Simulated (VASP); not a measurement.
Given:

```yaml
crystal:
  lattice:
    - [0.00000, 1.79441, 1.79441]
    - [1.79441, 0.00000, 1.79441]
    - [1.79441, 1.79441, 0.00000]
  atoms:
    - { symbol: B, position: [0.00000, 0.00000, 0.00000] }
    - { symbol: N, position: [0.25000, 0.25000, 0.25000] }
```

Method: HSE06 screened hybrid, VASP's PBE PAW potentials (set 64) (plane waves; VASP 6.6.1). Settings: 520 eV cut-off, 10×10×10 Γ-centred mesh, Gaussian smearing of 0.050 eV, potentials B N.

Task: Give the stress tensor in GPa (positive for a compressed cell).

Result: 
```
3.06  0.00  0.00
0.00  3.06  0.00
0.00  0.00  3.06
```
The pressure is its mean diagonal, 3.06 GPa.

The compound is BN in the zinc blende structure. This cell is one point of a volume scan, at 0.97 of the reference volume. The cell's shape comes from a PBE relaxation.
